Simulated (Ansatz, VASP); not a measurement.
# Cross-check of Ru (Ruthenium) between VASP and Ansatz

One calculation is typed for both programs; each brings its own data sets. How far apart do they land? The cell is taken from a series of runs on this material, whose earlier steps may have relaxed, scaled, displaced or heated it; both programs get it as it stands.

Method: plane waves, with VASP 6.6.1 beside it; zone-centre phonons at LDA, in Ansatz 0.2.0.

## Step 1: Set-up

Symmetry: P6_3/mmc, No. 194, hexagonal system. The conventional cell has a = 2.568 Å, b = 2.568 Å, c = 4.321 Å, α = 90.00°, β = 90.00°, γ = 120.00°. Nearest to Ru lie 12 Ru at 2.57 to 2.62 Å.

Coordinates:

```
Ru
1.0
     2.56791    0.00000    0.00000
    -1.28395    2.22387    0.00000
     0.00000    0.00000    4.32061
Ru
2
Direct
  0.33333 0.66667 0.25000
  0.66667 0.33333 0.75000
```

## Step 2: VASP: zone-centre phonons, LDA

Second derivatives magnify differences that forces hide, and they need a tight electronic threshold.

Lines of VASP's logs that name or quote its potential files are left out, and so is its time.

INCAR reads:

```
SYSTEM = Ru
PREC = Accurate
ENCUT = 500
EDIFF = 1E-08
NELM = 120
ISMEAR = 1
SIGMA = 0.2
LREAL = .FALSE.
ALGO = Normal
GGA = PW92
NBANDS = 20
LASPH = .TRUE.
LORBIT = 11
LWAVE = .FALSE.
LCHARG = .FALSE.
ISIF = 2
IBRION = 8
GGA_COMPAT = .FALSE.
KPAR = 2
```

POSCAR reads:

```
Ru
1.0
    2.5679082453      0.0000000000      0.0000000000
   -1.2839541227      2.2238737750      0.0000000000
    0.0000000000      0.0000000000      4.3206064799
Ru
2
Direct
    0.3333333334      0.6666666668      0.2500000000
    0.6666666668      0.3333333334      0.7500000000
```

KPOINTS reads:

```
Automatic mesh
0
Gamma
18 18 12
0 0 0
```

PAW data sets: Ru_pv (LDA family, release 64).

Launch:

```
> mpirun -np 2 vasp_std
```

Numbers of over 12 decimals in the logs are rounded to 6 here.

What it wrote:

```text
[banner, memory and clock lines left out]
running    2 mpi-ranks, on    1 nodes
 distrk:  each k-point on    1 cores,    2 groups
 distr:  one band on    1 cores,    1 groups

 POSCAR found type information on POSCAR Ru
 POSCAR found :  1 types and       2 ions
|                                                                             |
|               ----> ADVICE to this user running VASP <----                  |
|                                                                             |
|     You enforced a specific xc type in the INCAR file but a different       |
|     [... a line on the potential file left out ...]
|     I HOPE YOU KNOW WHAT YOU ARE DOING!                                     |
|                                                                             |

 LDA part: xc-table for (Slater(with rela. corr.)+PW92), standard interpolation
 POSCAR, INCAR and KPOINTS ok, starting setup
 FFT: planning ... GRIDC
 FFT: planning ... GRID_SOFT
 FFT: planning ... GRID
 WAVECAR not read
 entering main loop
       N       E                     dE             d eps       ncg     rms          rms(c)
DAV:   1     0.282257234293E+03    0.28226E+03   -0.17333E+04 10384   0.154E+03
DAV:   2    -0.164324199421E+02   -0.29869E+03   -0.29029E+03 10616   0.460E+02
DAV:   3    -0.224368731954E+02   -0.60045E+01   -0.59601E+01 11944   0.731E+01
DAV:   4    -0.224834843997E+02   -0.46611E-01   -0.46548E-01 12956   0.613E+00
DAV:   5    -0.224841713875E+02   -0.68699E-03   -0.68389E-03 11652   0.653E-01    0.232E+01
DAV:   6    -0.212630056345E+02    0.12212E+01   -0.26804E+00 11872   0.163E+01    0.754E+00
DAV:   7    -0.211569536576E+02    0.10605E+00   -0.56630E-01 11740   0.572E+00    0.133E+00
DAV:   8    -0.211456635009E+02    0.11290E-01   -0.37850E-02 11396   0.204E+00    0.953E-02
DAV:   9    -0.211455278209E+02    0.13568E-03   -0.62035E-04 11824   0.266E-01    0.316E-02
DAV:  10    -0.211455483798E+02   -0.20559E-04   -0.47208E-05 11704   0.656E-02    0.151E-02
DAV:  11    -0.211455469958E+02    0.13840E-05   -0.13964E-05 11348   0.382E-02    0.506E-03
DAV:  12    -0.211455467757E+02    0.22016E-06   -0.93412E-07 11956   0.105E-02    0.660E-04
DAV:  13    -0.211455467785E+02   -0.28217E-08   -0.60957E-09  7372   0.886E-04
   1 F= -.21145547E+02 E0= -.21145721E+02  d E =0.524042E-03
 Linear response reoptimize wavefunctions to high precision
DAV:   1    -0.211455467813E+02   -0.28240E-08   -0.12218E-09  7396   0.394E-04
DAV:   2    -0.211455467813E+02   -0.68212E-11   -0.83441E-11  6392   0.101E-04
 Linear response DOF=           2
 Linear response progress:
  Degree of freedom:   1/  2
       N       E                     dE             d eps       ncg     rms          rms(c)
RMM:   1    -0.493672808084E+00   -0.49367E+00    0.32211E+00 46366   0.589E+01
RMM:   2    -0.595322451112E+00   -0.10165E+00   -0.11155E-01 63439   0.281E+00    0.147E-01
RMM:   3    -0.593906958919E+00    0.14155E-02   -0.35073E-03 72364   0.497E-01    0.655E-02
RMM:   4    -0.592636798955E+00    0.12702E-02   -0.42786E-04 72532   0.170E-01    0.245E-02
RMM:   5    -0.592432003212E+00    0.20480E-03   -0.32001E-05 89110   0.431E-02    0.980E-03
RMM:   6    -0.592339352780E+00    0.92650E-04   -0.40989E-05 77674   0.116E-02    0.317E-03
RMM:   7    -0.592341553511E+00   -0.22007E-05   -0.44192E-05 79660   0.530E-03    0.760E-04
RMM:   8    -0.592362903270E+00   -0.21350E-04   -0.27291E-05 91798   0.206E-03    0.336E-04
RMM:   9    -0.592370890139E+00   -0.79869E-05   -0.16238E-05 84321   0.889E-04    0.523E-05
RMM:  10    -0.592370690978E+00    0.19916E-06   -0.87418E-06 96779   0.441E-04    0.204E-05
RMM:  11    -0.592371162700E+00   -0.47172E-06   -0.51999E-06 82785   0.242E-04    0.785E-06
RMM:  12    -0.592371161538E+00    0.11621E-08   -0.29604E-06 93587   0.144E-04    0.394E-06
RMM:  13    -0.592371135655E+00    0.25883E-07   -0.17241E-06 95474   0.940E-05    0.153E-06
RMM:  14    -0.592371171266E+00   -0.35611E-07   -0.98047E-07 86447   0.688E-05    0.599E-07
RMM:  15    -0.592371194817E+00   -0.23551E-07   -0.57839E-07 92077   0.529E-05    0.152E-07
RMM:  16    -0.592371198585E+00   -0.37679E-08   -0.35507E-07 59089   0.429E-05    0.264E-07
RMM:  17    -0.592371210831E+00   -0.12247E-07   -0.21451E-07 78059   0.382E-05    0.163E-07
RMM:  18    -0.592371206309E+00    0.45227E-08   -0.13744E-07 52275   0.342E-05    0.207E-07
RMM:  19    -0.592371208673E+00   -0.23646E-08   -0.85528E-08 49102   0.321E-05    0.188E-07
 first order change of Fermi-energy  -0.67101E-05
 force on displaced ion       1 direction 1 :  -8.122   0.001   0.000
 Linear response progress:
  Degree of freedom:   2/  2
       N       E                     dE             d eps       ncg     rms          rms(c)
RMM:   1    -0.632906281436E+00   -0.63291E+00    0.39750E+00 16001   0.600E+01
RMM:   2    -0.748249814589E+00   -0.11534E+00   -0.13132E-01 22060   0.300E+00    0.141E-01
RMM:   3    -0.748460496078E+00   -0.21068E-03   -0.35940E-03 24882   0.468E-01    0.711E-02
RMM:   4    -0.747792004162E+00    0.66849E-03   -0.53642E-04 24318   0.159E-01    0.270E-02
RMM:   5    -0.747705709017E+00    0.86295E-04   -0.94664E-06 28557   0.538E-02    0.196E-02
RMM:   6    -0.747602318653E+00    0.10339E-03   -0.13298E-05 26300   0.220E-02    0.898E-03
RMM:   7    -0.747545155488E+00    0.57163E-04   -0.19058E-05 28884   0.927E-03    0.303E-03
RMM:   8    -0.747534737745E+00    0.10418E-04   -0.15132E-05 27342   0.323E-03    0.603E-04
RMM:   9    -0.747538087252E+00   -0.33495E-05   -0.15511E-05 29832   0.141E-03    0.122E-04
RMM:  10    -0.747538908356E+00   -0.82110E-06   -0.92004E-06 29342   0.635E-04    0.294E-05
RMM:  11    -0.747539406408E+00   -0.49805E-06   -0.87332E-06 29104   0.306E-04    0.973E-06
RMM:  12    -0.747539209218E+00    0.19719E-06   -0.49523E-06 30082   0.190E-04    0.320E-06
RMM:  13    -0.747539030233E+00    0.17899E-06   -0.32644E-06 32750   0.123E-04    0.177E-06
RMM:  14    -0.747538901229E+00    0.12900E-06   -0.19851E-06 31395   0.882E-05    0.103E-06
RMM:  15    -0.747538896085E+00    0.51441E-08   -0.16945E-06 29885   0.698E-05    0.528E-07
RMM:  16    -0.747538871468E+00    0.24617E-07   -0.12730E-06 31529   0.571E-05    0.170E-07
RMM:  17    -0.747538832065E+00    0.39404E-07   -0.79786E-07 27314   0.489E-05    0.162E-07
RMM:  18    -0.747538798524E+00    0.33541E-07   -0.39152E-07 26936   0.443E-05    0.575E-08
 first order change of Fermi-energy   0.32841E-04
 force on displaced ion       1 direction 3 :   0.000   0.000 -13.701
 Linear response finished
```

OUTCAR, selected parts (step 2):

```text
ion  position               nearest neighbor table
   1  0.333  0.667  0.250-   2 2.62   2 2.62   2 2.62   2 2.62   2 2.62   2 2.62
   2  0.667  0.333  0.750-   1 2.62   1 2.62   1 2.62   1 2.62   1 2.62   1 2.62

  LATTYP: Found a hexagonal cell.
 ALAT       =     2.5679082453
 C/A-ratio  =     1.6825392760

 Subroutine GETGRP returns: Found 24 space group operations
 (whereof 12 operations were pure point group operations)

The static configuration has the point symmetry D_3d.
 The point group associated with its full space group is D_6h.

 Found    259 irreducible k-points:

   k-points           NKPTS =    259   k-points in BZ     NKDIM =    259   number of bands    NBANDS=     20

   dimension x,y,z NGX =    20 NGY =   20 NGZ =   32
   dimension x,y,z NGXF=    40 NGYF=   40 NGZF=   64

   ENCUT  =  500.0 eV  36.75 Ry    6.06 a.u.   4.68  4.68  7.88*2*pi/ulx,y,z

   NELECT =      28.0000    total number of electrons

 k-points in reciprocal lattice and weights: Automatic mesh
   0.00000000  0.00000000  0.00000000       0.000
   0.05555556 -0.00000000  0.00000000       0.002
   0.11111111 -0.00000000  0.00000000       0.002
   0.16666667 -0.00000000  0.00000000       0.002
   0.22222222  0.00000000  0.00000000       0.002
   0.27777778 -0.00000000  0.00000000       0.002
   0.33333333 -0.00000000  0.00000000       0.002
   0.38888889 -0.00000000  0.00000000       0.002
   0.44444444  0.00000000  0.00000000       0.002
[...]
0.33333333  0.27777778  0.50000000       0.003
   0.33333333  0.33333333  0.50000000       0.001

 average (electrostatic) potential at core
       1 -65.7181       2 -65.7181

  Total        6.0778753      6.0778753      0.1285327     -0.0000000     -0.0000000      0.0000000
  in kB      394.6644583    394.6644583      8.3462199     -0.0000000     -0.0000000      0.0000000
  external PRESSURE =     265.8917121 kB  Pullay stress =       0.0000000 kB

  energy-cutoff  :      500.00
  volume of cell :       24.67
      direct lattice vectors                 reciprocal lattice vectors
     2.567908245  0.000000000  0.000000000     0.389422014  0.224832904  0.000000000
    -1.283954123  2.223873775  0.000000000     0.000000000  0.449665809  0.000000000
     0.000000000  0.000000000  4.320606480     0.000000000  0.000000000  0.231448989

 POSITION                                       TOTAL-FORCE (eV/Angst)
 -----------------------------------------------------------------------------------
     -0.00000      1.48258      1.08015         0.000000      0.000000     -0.000000
      1.28395      0.74129      3.24045        -0.000000     -0.000000      0.000000
 -----------------------------------------------------------------------------------
    total drift:                               -0.000000     -0.000000      0.000000

 Eigenvectors and eigenvalues of the dynamical matrix
 ----------------------------------------------------

   1 f  =    8.140038 THz    51.145368 2PiTHz  271.522447 cm-1    33.664478 meV
             X         Y         Z           dx          dy          dz
     -0.000000  1.482583  1.080152     0.000000    0.000000   -0.707107
      1.283954  0.741291  3.240455     0.000000    0.000000    0.707107

   2 f  =    6.267551 THz    39.380185 2PiTHz  209.063003 cm-1    25.920497 meV
             X         Y         Z           dx          dy          dz
     -0.000000  1.482583  1.080152    -0.576056    0.410073    0.000000
      1.283954  0.741291  3.240455     0.576056   -0.410073    0.000000

   3 f  =    6.267551 THz    39.380185 2PiTHz  209.063003 cm-1    25.920497 meV
             X         Y         Z           dx          dy          dz
     -0.000000  1.482583  1.080152     0.410073    0.576056    0.000000
      1.283954  0.741291  3.240455    -0.410073   -0.576056    0.000000

   4 f  =    0.000000 THz     0.000000 2PiTHz    0.000000 cm-1     0.000000 meV
             X         Y         Z           dx          dy          dz
     -0.000000  1.482583  1.080152     0.000000    0.000000    0.707107
      1.283954  0.741291  3.240455     0.000000    0.000000    0.707107

   5 f/i=    0.000000 THz     0.000000 2PiTHz    0.000001 cm-1     0.000000 meV
             X         Y         Z           dx          dy          dz
     -0.000000  1.482583  1.080152    -0.539371    0.457251    0.000000
      1.283954  0.741291  3.240455    -0.539371    0.457251    0.000000

   6 f/i=    0.000000 THz     0.000000 2PiTHz    0.000002 cm-1     0.000000 meV
             X         Y         Z           dx          dy          dz
     -0.000000  1.482583  1.080152    -0.457251   -0.539371    0.000000
      1.283954  0.741291  3.240455    -0.457251   -0.539371    0.000000

 ELASTIC MODULI CONTR FROM IONIC RELAXATION (kBar)
 Direction    XX          YY          ZZ          XY          YZ          ZX
 --------------------------------------------------------------------------------
 XX        -131.9600    131.9600     -0.0000      0.0000      0.0000      0.0000
 YY         131.9600   -131.9600      0.0000      0.0000     -0.0000      0.0000
 ZZ          -0.0000      0.0000     -0.0000      0.0000      0.0000      0.0000
 XY           0.0000      0.0000      0.0000   -131.9600     -0.0000      0.0000
 YZ           0.0000     -0.0000      0.0000     -0.0000     -0.0000      0.0000
 ZX           0.0000      0.0000      0.0000      0.0000      0.0000      0.0000
 --------------------------------------------------------------------------------
```

Energies printed during the response cycles are not total energies of the cell.

(Continued in part 2 of 2.)

[Lines on the potential files, build, host, timing and source positions are cut from VASP's logs without a mark.]

[Logs are printed without paths, hosts, clocks, repeated set-up lines and the standing remarks that a program may print on its own settings, such as how far it seeks lower states.]

[Hosts, paths, dates, database ids (printed as entryN), source tags and the programs' standing remarks are cut or masked in the printed files.]
